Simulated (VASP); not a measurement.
The input files of a VASP run:

File KPOINTS:
```
Automatic mesh
0
Gamma
7 7 7
0 0 0
```

**POSCAR**
```
Cs
1
   -3.0500000000     3.0500000000     3.0500000000
    3.0500000000    -3.0500000000     3.0500000000
    3.0500000000     3.0500000000    -3.0500000000
Cs
1
Direct
  0.0000000000   0.0000000000   0.0000000000
```

INCAR:
```
SYSTEM = Cs
PREC = Accurate
ENCUT = 400
EDIFF = 1E-6
NELM = 100
ALGO = Normal
LREAL = .FALSE.
LASPH = .TRUE.
ISMEAR = 1
SIGMA = 0.1
GGA = PE
LMAXMIX = 4
LWAVE = .FALSE.
LCHARG = .FALSE.
ISIF = 2
ISPIN = 2
MAGMOM = 1.0 1.0 1.0
```

POTCAR, in this order: Cs_sv (PBE.64 set). Program: vasp_std.

Question: One choice in this input is risky. Which, and does it do harm here?

Answer: The risk: MAGMOM holds more values than there are atoms. Here it does no harm: the run (PBE GGA, plane waves, VASP's PBE PAW potentials (set 64)) converges to the same energy and pressure as with the safe setting.
OSZICAR:
```
       N       E                     dE             d eps       ncg     rms          rms(c)
DAV:   1     0.486680887301E+02    0.48668E+02   -0.27844E+03   720   0.604E+02
DAV:   2     0.351045748163E+01   -0.45158E+02   -0.43991E+02   953   0.111E+02
DAV:   3    -0.665242981315E+00   -0.41757E+01   -0.41728E+01   788   0.401E+01
DAV:   4    -0.719915786101E+00   -0.54673E-01   -0.54668E-01  1169   0.538E+00
DAV:   5    -0.720022626228E+00   -0.10684E-03   -0.10684E-03  1042   0.167E-01    0.251E+00
DAV:   6    -0.839433475519E+00   -0.11941E+00   -0.92130E-02   767   0.199E+00    0.553E-01
DAV:   7    -0.850484688695E+00   -0.11051E-01   -0.26018E-02   755   0.982E-01    0.120E-01
DAV:   8    -0.851205317919E+00   -0.72063E-03   -0.23255E-03   830   0.263E-01    0.673E-02
DAV:   9    -0.851503475385E+00   -0.29816E-03   -0.84624E-04   841   0.173E-01    0.395E-02
DAV:  10    -0.851599942822E+00   -0.96467E-04   -0.21524E-04   822   0.100E-01    0.109E-02
DAV:  11    -0.851611431052E+00   -0.11488E-04   -0.48419E-05   859   0.513E-02    0.627E-03
DAV:  12    -0.851614154814E+00   -0.27238E-05   -0.56297E-06  1001   0.189E-02    0.302E-03
DAV:  13    -0.851615452089E+00   -0.12973E-05   -0.17172E-06   849   0.508E-03    0.141E-03
DAV:  14    -0.851616985434E+00   -0.15333E-05   -0.45376E-06   828   0.848E-03    0.106E-03
DAV:  15    -0.851617695791E+00   -0.71036E-06   -0.14841E-06   964   0.505E-03
   1 F= -.85161770E+00 E0= -.85107054E+00  d E =-.164147E-02  mag=    -0.0025
```

The compound is Cs in the bcc structure. The cell was not relaxed at this level.
